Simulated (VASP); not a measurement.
Given:

```yaml
crystal:
  lattice:
    - [0.00000, 2.54580, 2.54580]
    - [2.54580, 0.00000, 2.54580]
    - [2.54580, 2.54580, 0.00000]
  atoms:
    - { symbol: Li, position: [0.99018, 0.99018, 0.00982] }
    - { symbol: Cl, position: [0.50000, 0.50000, 0.50000] }
```

These are r2SCAN meta-GGA, VASP's PBE PAW potentials (set 64) (plane waves; VASP 6.6.1) values and carry that method's errors. Settings: 600 eV cut-off, 8×8×8 Γ-centred mesh, Gaussian smearing of 0.050 eV, potentials Li_sv Cl.

**Question.** Predict the energy per atom (σ→0), band gap (on the k-mesh) with the smallest direct gap where there is one.

**Answer.** 
The band gap (on the k-mesh) is 7.45 eV and the smallest direct gap (on the k-mesh) is 7.45 eV. The energy per atom (σ→0) is -6294 meV/atom.

Total energies compare only between runs with the same potentials, cut-off and functional.

The compound is LiCl in the rock salt structure. This cell was strained or had an atom moved on purpose.
